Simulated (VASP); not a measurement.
# BeSe: energy against volume

BeSe (zinc blende, F-43m, 16.908 Å³/atom and stress up to 0.08 GPa in the relaxed cell, cube axes along x, y and z) under an equal strain ε along all three axes. PBEsol in VASP (plane waves, PAW), 480 eV, 10×10×10 Γ-centred mesh, Gaussian smearing 0.05 eV; ions are relaxed, or left where forces stay under 0.02 eV/Å, within the symmetry of each cell.

Here V stands for volume and E for E less E0.

| volume (Å³/atom) | E less E0 (meV/atom) | pressure (GPa) |
|---|---|---|
| 15.9141 | 16.64 | 5.52 |
| 16.1590 | 9.34 | 4.03 |
| 16.4063 | 4.19 | 2.63 |
| 16.6561 | 1.11 | 1.32 |
| 16.9085 | 0.00 | 0.08 |
| 17.1634 | 0.78 | -1.08 |
| 17.4208 | 3.38 | -2.17 |
| 17.6808 | 7.72 | -3.18 |
| 17.9434 | 13.71 | -4.14 |
| 18.4764 | ? | ? |

The 9 complete rows are fitted with the third-order Birch-Murnaghan form, a cubic in V^(-2/3), E against V. With u = V^(-2/3) - 0.152, the rows have u = 0.006056, 0.004455, 0.002879, 0.001327, -0.000203, -0.001710, -0.003194, -0.004656, -0.006097. Least squares gives E = 0.035 + 264.3·u + 410192·u² - 177552·u³. Residuals (row less fit): 0.000, 0.002, -0.002, 0.002, 0.002, -0.003, -0.001, 0.005, -0.002; standard error 0.004 (degrees of freedom: 5). Its minimum lies at u = -0.000322, so V0 = (0.151678)^(-3/2) = 16.93. There d²E/du² = 820700 and d³E/du³ = -1065000, so B0 = (4/9) × 16.93^(-7/3) × 820700 × 0.160218 = 79.4 GPa (the last factor turns the table's units into GPa), and B0' = 4 + (2/3) × 0.151678 × (-1065000)/820700 = 3.9. B0' rests on the cubic coefficient alone and has a standard error of 0.1 from these residuals.

Task: What does the fit predict for E at V = 18.4764, and how far is the calculated value from it?

Result: u = -0.008917, so E = 0.035 + 264.3 × (-0.008917) + 410192 × (-0.008917)² - 177552 × (-0.008917)³ = 30.420 meV/atom. The calculation gives 30.39 meV/atom, 0.030 meV/atom below the prediction (0.1 % of the range of E in the table). The row lies outside the fitted rows, so this is an extrapolation. The scatter of the fitted rows lies at the last printed digit.

Other structures, which can take over under pressure, weren't tried. The same form fitted to the pressure column gives B0' = 3.9; series where the two differ by over 0.4 aren't shown. Rows are the converged runs of the series near zero and its far end, less any whose ions stayed unrelaxed beside relaxed ones; series whose fitted rows scatter by over a few per cent of the range, as at a crossing or softening among them, aren't shown in this form.
